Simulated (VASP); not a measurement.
Consider the following.

```xyz
1
Lattice="-1.6527 1.6527 1.6527 1.6527 -1.6527 1.6527 1.6527 1.6527 -1.6527" Properties=species:S:1:pos:R:3 pbc="T T T"
Nb     0.0000     0.0000     0.0000
```

All values below come from PBE GGA, VASP's PBE PAW potentials (set 64) (plane waves; VASP 6.6.1). Run with 480 eV cut-off, 14×14×14 Γ-centred mesh, first-order Methfessel-Paxton smearing of 0.10 eV, potentials Nb_sv.

Energy and stress use the plane-wave basis of the starting cell.

The ions, cell shape and volume at an external pressure of 30.0 GPa are relaxed. Give the cell that the relaxation ends in.

```xyz
1
Lattice="-1.5796 1.5796 1.5796 1.5796 -1.5796 1.5796 1.5796 1.5796 -1.5796" Properties=species:S:1:pos:R:3 pbc="T T T"
Nb     0.0000     0.0000     0.0000
```
Space group Im-3m (229), at a tolerance of 0.03 Å.

How do energy and volume change from the first to the last step?

The energy (σ→0) changes by +196.0 meV/atom and the volume by -12.7 %, in 5 ionic steps.

The compound is Nb in the bcc structure. This run relaxes it under an external pressure of 30 GPa. Symmetry was kept, so distortions that lower it aren't found.
